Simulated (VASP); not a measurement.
Given:

```yaml
crystal:
  lattice:
    - [0.00000, 2.30957, 2.30957]
    - [2.30957, 0.00000, 2.30957]
    - [2.30957, 2.30957, 0.00000]
  atoms:
    - { symbol: Hf, position: [0.00000, 0.00000, 0.00000] }
    - { symbol: C, position: [0.50000, 0.50000, 0.50000] }
```

Computed with revPBE GGA, VASP's PBE PAW potentials (set 64) (plane waves; VASP 6.6.1). Numerical set-up: 520 eV cut-off, 13×13×13 Γ-centred mesh, first-order Methfessel-Paxton smearing of 0.10 eV, potentials Hf_pv C.

Question: Give the stress tensor in GPa (positive for a compressed cell).

Answer: 
```
7.45  0.00  0.00
0.00  7.45  0.00
0.00  0.00  7.45
```
The pressure is its mean diagonal, 7.45 GPa.

The compound is HfC in the rock salt structure. This cell is one point of a volume scan, at 0.97 of the reference volume.
